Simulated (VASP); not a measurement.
The system is AlBP2.

```xyz
4
Lattice="3.3675 0.0000 0.0000 0.0000 3.3675 0.0000 0.0000 0.0000 4.7623" Properties=species:S:1:pos:R:3 pbc="T T T"
B     0.0000    0.0000    0.0000
P     0.0000    1.6837    1.1906
P     1.6837    0.0000    3.5717
Al    1.6837    1.6837    2.3812
```

The cell was built by a generator and needn't be a form met in nature.

| Quantity | Value |
| --- | --- |
| Program | VASP 6.6.1 |
| Task | relaxation of cell and atoms |
| Functional | PBE |
| Potentials or basis | VASP PAW PBE potentials, release 64 (B, P, Al) |
| Cutoff | 600 eV |
| k mesh | 8 × 8 × 6 |
| Occupations | fermi-dirac, width 0.02 eV |
| Spin | no spin polarisation |

At the start: pressure 36.5 GPa; volume 13.50 Å³/atom.

Where does the relaxation end?

Over 11 steps the energy falls by 545.7 meV/atom and the volume is 16.02 Å³/atom (+18.6 %); space group P-4m2 (No. 115, to 0.05 Å).

The path:
| step | energy change (eV) | largest force (eV/Å) | pressure (GPa) | volume (Å³) |
| --- | --- | --- | --- | --- |
| 1 | 0.0000 | 6.2874 | 36.49 | 54.00 |
| 2 | -0.7721 | 1.8034 | -15.92 | 81.78 |
| 3 | -2.0779 | 0.4072 | -3.63 | 66.97 |
| 4 | -2.0837 | 0.5690 | -2.62 | 66.34 |
| 5 | -2.0842 | 0.6527 | -2.09 | 66.02 |
| 6 | -2.1635 | 0.1432 | -0.37 | 64.54 |
| 7 | -2.1760 | 0.1562 | 0.69 | 63.73 |
| 8 | -2.1823 | 0.0473 | -0.28 | 64.22 |
| 9 | -2.1823 | 0.0432 | -0.31 | 64.24 |
| 10 | -2.1826 | 0.0197 | 0.13 | 63.99 |
| 11 | -2.1826 | 0.0010 | 0.00 | 64.06 |

Final structure:
```xyz
4
Lattice="3.4974 0.0000 0.0000 0.0000 3.4974 0.0000 0.0000 0.0000 5.2374" Properties=species:S:1:pos:R:3 pbc="T T T"
B     0.0000    0.0000    0.0000
P     0.0000    1.7487    1.0883
P     1.7487    0.0000    4.1491
Al    1.7487    1.7487    2.6187
```

Caveat: the volume moved by over 15 % at a fixed basis, so the end points are rough.
